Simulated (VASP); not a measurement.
# A point defect in Gallium, part 3 of 3

Aim: the formation energy and local structure of a point defect in Gallium. The start is a cell from a database of measured crystal structures.

VASP 6.6.1, plane waves and PAW; the level of theory is named at each step.

So far. Step 4 (Relaxing the atoms): The run ended after 3 ionic steps, 0.000 eV below its first step, once the forces on the free atoms met EDIFFG = -0.03. Step 4 (Relaxing the atoms): Energy at zero smearing: -6.86090 eV.

## Step 5: The defect cell

This step: SCAN; plane waves and PAW (Ga, H) (VASP 6.6.1).

System of this step: Ga32H (Gallium). The cell holds 33 atoms: 32 Ga and 1 H. Its edges and angles: a = 8.853 Å, b = 8.853 Å, c = 12.677 Å, α = 111.7°, β = 111.7°, γ = 118.1°. It derives from Ga (Gallium). Nearest the centre at fractional (0.250, 0.250, 0.000): H33 at 0.00 Å, Ga15 at 2.23 Å, Ga32 at 2.23 Å, Ga6 at 2.53 Å, Ga17 at 2.53 Å, Ga22 at 2.53 Å, Ga1 at 2.53 Å, Ga24 at 2.65 Å.

The host is treated as a metal, since its gap is under 0.3 eV or closed. The run keeps 4 symmetry operations, which cuts the number of k-points but bars distortions that break them. The atoms relax at the host's fixed cell.

The input, INCAR:

```
SYSTEM = Ga32H
PREC = Normal
ENCUT = 300
EDIFF = 1E-05
NELM = 120
ISMEAR = 1
SIGMA = 0.2
LREAL = Auto
ALGO = Normal
METAGGA = SCAN
LASPH = .TRUE.
NBANDS = 72
LORBIT = 11
LWAVE = .FALSE.
LCHARG = .TRUE.
KPAR = 4
IBRION = 2
NSW = 50
ISIF = 2
EDIFFG = -0.03
POTIM = 0.4
MAXMIX = 40
ISYM = 2
```

The input, POSCAR:

```
Ga32H
1.0
    0.0000000000      7.5938802296      4.5508431158
    0.0000000000     -7.5938802296      4.5508431158
    8.8236014028      0.0000000000     -9.1016862316
Ga H
32 1
Direct
    0.5350385900      0.3797956500      0.2500000000
    0.0350385900      0.8797956500      0.2500000000
    0.0350385900      0.3797956500      0.5000000000
    0.5350385900      0.8797956500      0.5000000000
    0.5350385900      0.3797956500      0.7500000000
    0.0350385900      0.8797956500      0.7500000000
    0.0350385900      0.3797956500      0.0000000000
    0.5350385900      0.8797956500      0.0000000000
    0.8797956500      0.5350385900      0.2500000000
    0.3797956500      0.0350385900      0.2500000000
    0.3797956500      0.5350385900      0.5000000000
    0.8797956500      0.0350385900      0.5000000000
    0.8797956500      0.5350385900      0.7500000000
    0.3797956500      0.0350385900      0.7500000000
    0.3797956500      0.5350385900      0.0000000000
    0.8797956500      0.0350385900      0.0000000000
    0.4649614100      0.6202043500      0.2500000000
    0.9649614100      0.1202043500      0.2500000000
    0.9649614100      0.6202043500      0.5000000000
    0.4649614100      0.1202043500      0.5000000000
    0.4649614100      0.6202043500      0.7500000000
    0.9649614100      0.1202043500      0.7500000000
    0.9649614100      0.6202043500      0.0000000000
    0.4649614100      0.1202043500      0.0000000000
    0.1202043500      0.4649614100      0.2500000000
    0.6202043500      0.9649614100      0.2500000000
    0.6202043500      0.4649614100      0.5000000000
    0.1202043500      0.9649614100      0.5000000000
    0.1202043500      0.4649614100      0.7500000000
    0.6202043500      0.9649614100      0.7500000000
    0.6202043500      0.4649614100      0.0000000000
    0.1202043500      0.9649614100      0.0000000000
    0.2500000000      0.2500000000      0.0000000000
```

The input, KPOINTS:

```
Automatic mesh
0
Gamma
6 6 6
0 0 0
```

Potentials, in the order of the species: Ga and H (PBE family, release 64).

Run with:

```sh
mpirun -np 4 vasp_std
```

Log:

```text
[banner, memory and clock lines left out]
running    4 mpi-ranks, on    1 nodes
[...]
[... a notice as in an earlier step ...]

 LDA part: xc-table for (None), standard interpolation
 POSCAR, INCAR and KPOINTS ok, starting setup
[...]
entering main loop
       N       E                     dE             d eps       ncg     rms          rms(c)
DAV:   1    -0.194463291708E+03   -0.19446E+03   -0.25400E+04 11520   0.732E+02
DAV:   2    -0.500883676071E+03   -0.30642E+03   -0.28851E+03 13520   0.134E+02
DAV:   3    -0.523398218604E+03   -0.22515E+02   -0.21686E+02 14496   0.353E+01
DAV:   4    -0.523837140668E+03   -0.43892E+00   -0.43399E+00 13944   0.501E+00
[...]
DAV:  11    -0.524889238266E+03   -0.16220E-03   -0.42655E-04 13472   0.813E-02    0.260E-02
DAV:  12    -0.524889250629E+03   -0.12363E-04   -0.81375E-05 13992   0.303E-02    0.808E-03
DAV:  13    -0.524889257106E+03   -0.64771E-05   -0.14963E-05  8840   0.136E-02
   1 F= -.52488926E+03 E0= -.52489267E+03  d E =-.524889E+03
[... from here on, the cycles between the ionic steps are left out ...]
   2 F= -.52490251E+03 E0= -.52490586E+03  d E =-.132519E-01
   3 F= -.52492301E+03 E0= -.52492624E+03  d E =-.337545E-01
   4 F= -.52492370E+03 E0= -.52492692E+03  d E =-.344469E-01
   5 F= -.52493658E+03 E0= -.52493969E+03  d E =-.128807E-01
   6 F= -.52496235E+03 E0= -.52496509E+03  d E =-.386466E-01
[...]
opt :  11.0031  next Energy=  -524.954711 (dE=-0.310E-01)
[...]
N       E                     dE             d eps       ncg     rms          rms(c)
DAV:   1    -0.524929348716E+03    0.33000E-01   -0.42331E+00 11600   0.563E+00    0.665E-01
DAV:   2    -0.524953649068E+03   -0.24300E-01   -0.26800E-01 13808   0.154E+00    0.675E-02
DAV:   3    -0.524953937905E+03   -0.28884E-03   -0.48032E-03 14000   0.211E-01    0.255E-02
DAV:   4    -0.524953945584E+03   -0.76793E-05   -0.16800E-04 13960   0.417E-02    0.191E-02
DAV:   5    -0.524953946825E+03   -0.12413E-05   -0.15045E-05  9408   0.140E-02
 soft stop encountered!  aborting job ...
```

It took 51 min on 4 MPI ranks of AMD EPYC 7R13 (Zen 3), shared host.

The steps of the relaxation:

```tsv
step	energy less that of the first step (eV)	largest force (eV/Å)
1	0.0000	0.3188
2	-0.0133	0.2876
3	-0.0338	0.1901
4	-0.0344	0.1690
5	-0.0473	0.1371
6	-0.0731	0.1457
```

The atoms that moved most (Å):

```tsv
atom	dx	dy	dz	length
Ga32	0.000	-0.084	0.101	0.132
Ga15	0.000	0.084	-0.101	0.132
Ga16	0.000	-0.019	-0.030	0.035
Ga31	0.000	0.019	0.030	0.035
Ga13	0.029	-0.012	-0.004	0.032
Ga29	0.029	0.012	0.004	0.032
Ga26	-0.029	0.012	0.004	0.032
Ga10	-0.029	-0.012	-0.004	0.032
```

Final coordinates:

```xyz
33
Lattice="0.0000 7.5939 4.5508 0.0000 -7.5939 4.5508 8.8236 0.0000 -9.1017" Properties=species:S:1:pos:R:3 pbc="T T T"
Ga    2.2285    1.1874    1.9041
Ga    2.2058   -6.4154    1.8946
Ga    4.4118   -2.5965   -2.6485
Ga    4.4118   -2.6273    1.8914
Ga    6.6178    1.1784   -2.6563
Ga    6.5951   -6.4065   -2.6467
Ga    0.0000   -2.6298    1.8674
Ga    0.0000   -2.6091    6.4448
Ga    2.1990    2.6077    4.1677
Ga    2.1764    2.6061   -0.3911
Ga    4.4118   -1.1760   -0.3907
Ga    4.4118    6.3927   -0.3790
Ga    6.6472    2.6061   -0.3911
Ga    6.6246    2.6077   -4.9340
Ga    0.0000   -1.0949    4.0619
Ga    0.0000    6.3958    4.1335
Ga    2.2285   -1.1874    2.6467
Ga    2.2058    6.4154    2.6563
Ga    4.4118    2.6273    2.6595
Ga    4.4118    2.5965   -1.9023
Ga    6.6178   -1.1785   -1.8946
Ga    6.5951    6.4065   -1.9041
Ga    0.0000    2.6091    7.2077
Ga    0.0000    2.6298    2.6835
Ga    2.1990   -2.6077    0.3831
Ga    2.1764   -2.6061    4.9420
Ga    4.4118    1.2011    0.3790
Ga    4.4118   -6.4179    0.3907
Ga    6.6472   -2.6061   -4.1597
Ga    6.6246   -2.6077    0.3831
Ga    0.0000    1.1981    4.9682
Ga    0.0000   -6.4990    5.0398
H     0.0000    0.0000    2.2754
```

The run met its time limit with a largest force of 0.15 eV/Å at its last finished step, so it is continued.

## Step 6: Going on with the relaxation

The relaxation goes on from where it stopped.

INCAR: that of step 5 with these lines changed.

```diff
@@ -20,3 +20,3 @@
 EDIFFG = -0.03
-POTIM = 0.4
+POTIM = 0.25
 MAXMIX = 40
```

The input, POSCAR:

```
Ga32H
1.0
    0.0000000000      7.5938802296      4.5508431158
    0.0000000000     -7.5938802296      4.5508431158
    8.8236014028      0.0000000000     -9.1016862316
Ga H
32 1
Direct
    0.5399449435      0.3835876366      0.2525584025
    0.0357307905      0.8805466550      0.2499836295
    0.0380483780      0.3799693098      0.5000000000
    0.5348158377      0.8807947758      0.5000000000
    0.5357635314      0.3805793959      0.7500163705
    0.0348281386      0.8784708317      0.7474415975
    0.0320183833      0.3783194157      0.0000000000
    0.5363015787      0.8798774083      0.0000000000
    0.8788144857      0.5354213378      0.2492144628
    0.3752731596      0.0320921968      0.2466569746
    0.3796408391      0.5344984424      0.5000000000
    0.8792745401      0.0374467419      0.5000000000
    0.8819592105      0.5387782477      0.7533430254
    0.3803855601      0.0369924121      0.7507855372
    0.3741898323      0.5183698388      0.0000000000
    0.8752595850      0.0330256725      0.0000000000
    0.4651718614      0.6215291683      0.2525584025
    0.9642364686      0.1194206041      0.2499836295
    0.9651841623      0.6192052242      0.5000000000
    0.4619516220      0.1200306902      0.5000000000
    0.4642692095      0.6194533450      0.7500163705
    0.9600550565      0.1164123634      0.7474415975
    0.9636984213      0.6201225917      0.0000000000
    0.4679816167      0.1216805843      0.0000000000
    0.1196144399      0.4630075879      0.2492144628
    0.6180407895      0.9612217523      0.2466569746
    0.6207254599      0.4625532581      0.5000000000
    0.1203591609      0.9655015576      0.5000000000
    0.1247268404      0.4679078032      0.7533430254
    0.6211855143      0.9645786622      0.7507855372
    0.6247404150      0.4669743275      0.0000000000
    0.1258101677      0.9816301612      0.0000000000
    0.2500000000      0.2500000000      0.0000000000
```

KPOINTS is that of step 5.

Run with:

```sh
mpirun -np 4 vasp_std
```

Log:

```text
[... set-up lines as in an earlier step ...]
 entering main loop
       N       E                     dE             d eps       ncg     rms          rms(c)
DAV:   1    -0.194244010436E+03   -0.19424E+03   -0.25401E+04 11520   0.732E+02
DAV:   2    -0.500978875596E+03   -0.30673E+03   -0.28881E+03 13512   0.134E+02
DAV:   3    -0.523526631830E+03   -0.22548E+02   -0.21721E+02 14536   0.353E+01
DAV:   4    -0.523966649959E+03   -0.44002E+00   -0.43518E+00 13928   0.502E+00
[...]
DAV:  11    -0.524962309909E+03   -0.15537E-03   -0.33544E-04 13408   0.714E-02    0.310E-02
DAV:  12    -0.524962344741E+03   -0.34832E-04   -0.11275E-04 13584   0.369E-02    0.753E-03
DAV:  13    -0.524962350218E+03   -0.54768E-05   -0.10889E-05  7656   0.115E-02
   1 F= -.52496235E+03 E0= -.52496509E+03  d E =-.524962E+03
[... from here on, the cycles between the ionic steps are left out ...]
   2 F= -.52496550E+03 E0= -.52496824E+03  d E =-.315289E-02
   3 F= -.52497298E+03 E0= -.52497574E+03  d E =-.106309E-01
   4 F= -.52497931E+03 E0= -.52498210E+03  d E =-.169632E-01
   5 F= -.52498461E+03 E0= -.52498736E+03  d E =-.529272E-02
   6 F= -.52499477E+03 E0= -.52499739E+03  d E =-.154570E-01
   7 F= -.52498766E+03 E0= -.52499001E+03  d E =-.835141E-02
   8 F= -.52499652E+03 E0= -.52499906E+03  d E =-.172055E-01
[...]
N       E                     dE             d eps       ncg     rms          rms(c)
```

It took 51 min on 4 MPI ranks.

The run was stopped at its time limit, so it gives no result of its own.

## Step 7: What came out

```
result : none
```

**Reading.** The session ends without its result: «relax the defect» met its time limit.

[Lines on the potential files, build, host, timing and source positions are cut from VASP's logs without a mark.]

[Logs are printed without paths, hosts, clocks, repeated set-up lines and the standing remarks that a program may print on its own settings, such as how far it seeks lower states.]

[Hosts, paths, dates, database ids (printed as entryN), source tags and the programs' standing remarks are cut or masked in the printed files.]

[In band tables of VASP the shares of atoms and orbitals are scaled to a sum of 1 inside the atoms' spheres.]

[Runs that stopped without an error message from VASP are left out.]
